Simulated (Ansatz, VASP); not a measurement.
One calculation of Mg2NCl, two programs

```
Mg N Cl
1.0
     1.75311    1.01216    5.38657
    -1.75311    1.01216    5.38657
     0.00000   -2.02432    5.38657
Mg N Cl
2 1 1
Direct
  0.22282 0.22282 0.22282
  0.77719 0.77719 0.77719
  0.50000 0.50000 0.50000
  0.00000 0.00000 0.00000
```

Alike in both runs: task single point; functional PBE; k mesh 12 × 12 × 12; occupations gaussian, width 0.05 eV; no spin polarisation.

```csv
,VASP,Ansatz
version,VASP 6.6.1,Ansatz 0.2.0
potentials or method,"VASP PAW PBE potentials, release 64 (Mg, N, Cl)","scalar-relativistic, plane waves, PAW"
plane-wave cutoff (eV),520,420
valence electrons in the cell,16,32
```

```tsv
	VASP	Ansatz	Ansatz less VASP
gap on the k mesh at the Fermi level (eV)	2.37	2.38	+0.011
least direct gap on the mesh (eV)	2.37	2.38	+0.011
pressure (GPa)	-1.5	-1.2	+0.36
largest component of the traceless stress (GPa)	14.06	14.06	+0.008
rms of the force components (eV/Å)	0.148	0.161	+0.0136
```

Atom by atom the forces differ by 0.014 eV/Å (rms over components). With one functional, cell and mesh, what is left measures potentials, basis and numerics. The two sets of potentials don't hold the same shells in valence.

A k mesh can miss the band edges. PBE gaps usually lie below the measured ones, often by a third to a half.
